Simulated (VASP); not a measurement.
All values below come from PBE GGA, VASP's PBE PAW potentials (set 64) (plane waves; VASP).

A VASP calculation is set up with these files.

File POSCAR:
```
TaTi
1
    2.9554080000     0.0000000000     0.0000000000
    0.0000000000     2.9554080000     0.0000000000
    0.0000000000     0.0000000000     3.8736960000
Ti Ta
1 1
Direct
  0.5000000000   0.5000000000   0.5000000000
  0.0000000000   0.0000000000   0.0000000000
```

KPOINTS:
```
Regular mesh
0
gamma
  5 5 4
```

### INCAR
```
SYSTEM = TaTi
PREC = Accurate
ENCUT = 300
EDIFF = 1E-6
NELM = 100
ALGO = Normal
LREAL = .FALSE.
LASPH = .TRUE.
ISMEAR = -1
SIGMA = 0.1
GGA = PE
LMAXMIX = 6
LWAVE = .FALSE.
LCHARG = .FALSE.
ISIF = 2
```

POTCAR, in this order: Ti_sv Ta_pv (PBE.64 set). Program: vasp_std.

What VASP printed:

### OUTCAR
```
 ion  position               nearest neighbor table
   1  0.500  0.500  0.500-   2 2.85   2 2.85   2 2.85   2 2.85   2 2.85   2 2.85   2 2.85   2 2.85
  LATTYP: Found a simple tetragonal cell.
 ALAT       =     2.9554080000
 C/A-ratio  =     1.3107144597
 Subroutine PRICEL returns:
 Original cell was already a primitive cell.
 Subroutine GETGRP returns: Found 16 space group operations
The static configuration has the point symmetry D_4h.
The dynamic configuration has the point symmetry D_4h.
 Subroutine INISYM returns: Found 16 space group operations
 Subroutine IBZKPT returns following result:
 Found     18 irreducible k-points:

 Following reciprocal coordinates:
            Coordinates               Weight
  0.000000  0.000000  0.000000      1.000000
  0.200000  0.000000  0.000000      4.000000
  0.400000  0.000000  0.000000      4.000000
  0.200000  0.200000  0.000000      4.000000
  0.400000  0.200000  0.000000      8.000000
  0.400000  0.400000  0.000000      4.000000
  0.000000  0.000000  0.250000      2.000000
  0.200000  0.000000  0.250000      8.000000
  0.400000  0.000000  0.250000      8.000000
...
```

OSZICAR:
```
       N       E                     dE             d eps       ncg     rms          rms(c)
DAV:   1     0.162038341425E+03    0.16204E+03   -0.95919E+03   556   0.121E+03
DAV:   2    -0.657917549737E+01   -0.16862E+03   -0.16706E+03   575   0.383E+02
DAV:   3    -0.207115227326E+02   -0.14132E+02   -0.13922E+02  1045   0.891E+01
DAV:   4    -0.210464624927E+02   -0.33494E+00   -0.33484E+00   575   0.126E+01
DAV:   5    -0.210573068674E+02   -0.10844E-01   -0.10844E-01   878   0.167E+00    0.168E+01
DAV:   6    -0.201601079978E+02    0.89720E+00   -0.18296E+01   769   0.360E+01    0.906E+00
DAV:   7    -0.195818748128E+02    0.57823E+00   -0.11037E+01   747   0.270E+01    0.581E+00
DAV:   8    -0.193997913383E+02    0.18208E+00   -0.15768E+00   730   0.113E+01    0.106E+00
DAV:   9    -0.193967912181E+02    0.30001E-02   -0.77463E-02   688   0.328E+00    0.285E-01
DAV:  10    -0.193969953387E+02   -0.20412E-03   -0.38889E-03   655   0.564E-01    0.747E-02
DAV:  11    -0.193969955985E+02   -0.25979E-06   -0.30503E-04   673   0.171E-01    0.431E-02
DAV:  12    -0.193969826899E+02    0.12909E-04   -0.10833E-04   747   0.866E-02    0.117E-02
DAV:  13    -0.193969815643E+02    0.11256E-05   -0.33932E-06   614   0.196E-02    0.238E-03
DAV:  14    -0.193969812339E+02    0.33035E-06   -0.35998E-07   326   0.613E-03
   1 F= -.19396981E+02 E0= -.19353336E+02  d E =-.872898E-01
```

OUTCAR:
```
------------------------ aborting loop because EDIFF is reached ----------------------------------------
  FORCE on cell =-STRESS in cart. coord.  units (eV):
  Direction    XX          YY          ZZ          XY          YZ          ZX
  --------------------------------------------------------------------------------------
  Total        1.9836927      1.9836927      1.3795561      0.0000000      0.0000000      0.0000000
  in kB       93.9343756     93.9343756     65.3265208      0.0000000      0.0000000      0.0000000
  external PRESSURE =      84.3984240 kB  Pullay stress =       0.0000000 kB
  volume of cell :       33.83
      direct lattice vectors                 reciprocal lattice vectors
     2.955408000  0.000000000  0.000000000     0.338362757  0.000000000  0.000000000
     0.000000000  2.955408000  0.000000000     0.000000000  0.338362757  0.000000000
     0.000000000  0.000000000  3.873696000     0.000000000  0.000000000  0.258151388
 POSITION                                       TOTAL-FORCE (eV/Angst)
 -----------------------------------------------------------------------------------
      1.47770      1.47770      1.93685         0.000000      0.000000      0.000000
      0.00000      0.00000      0.00000         0.000000      0.000000      0.000000
 -----------------------------------------------------------------------------------
    total drift:                                0.000000     -0.000000     -0.000000
  FREE ENERGIE OF THE ION-ELECTRON SYSTEM (eV)
  ---------------------------------------------------
  free  energy   TOTEN  =       -19.3969812339 eV

  energy  without entropy=      -19.3096914457  energy(sigma->0) =      -19.35333634
```
(Selected blocks of OUTCAR.)

At this cut-off the stress carries a Pulay error, which pulls relaxed volumes low.

The structure was generated: TaTi was put into an ordered model structure, which need not be its known phase. The cell was not relaxed at this level. The k-mesh is coarse (spacing up to 0.43 per Å, 2π included), so the numbers may not be converged in it. The run is one of a series of settings (KPOINTS 5×5×4 Γ-centred mesh against the base run), some of them coarse on purpose. The electron count is odd and the run is not spin-polarised, which forces a metal.
